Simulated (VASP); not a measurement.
Data:

```yaml
crystal:
  lattice:
    - [0.00000, 1.76000, 1.76000]
    - [1.76000, 0.00000, 1.76000]
    - [1.76000, 1.76000, 0.00000]
  atoms:
    - { symbol: Ni, position: [0.00000, 0.00000, 0.00000], spin: 0.8 }
```

Level of theory: PBE GGA, VASP's PBE PAW potentials (set 64) (plane waves; VASP). Numerical set-up: 400 eV cut-off, 22×22×22 Γ-centred mesh, first-order Methfessel-Paxton smearing of 0.10 eV, potentials Ni.

Gaps are read on the run's mesh, which can miss a band edge.

### Question
What does the run give for the cell moment, energy per atom (σ→0), band gap (on the k-mesh) with the smallest direct gap where there is one?

### Answer

- band gap (on the k-mesh): none (metal, semimetal or under 0.01 eV)
- cell moment: 0.65 μB
- energy per atom (σ→0): -5.472 eV/atom

### Question
Give the moment on each site (PAW-sphere projection).

### Answer

```
site  moment (μB)
----  -----------
Ni1          0.66
```

The compound is Ni in the fcc structure. The cell was not relaxed at this level. The run is one of a series of settings (KPOINTS 22×22×22 Γ-centred mesh against the base run), some of them coarse on purpose.
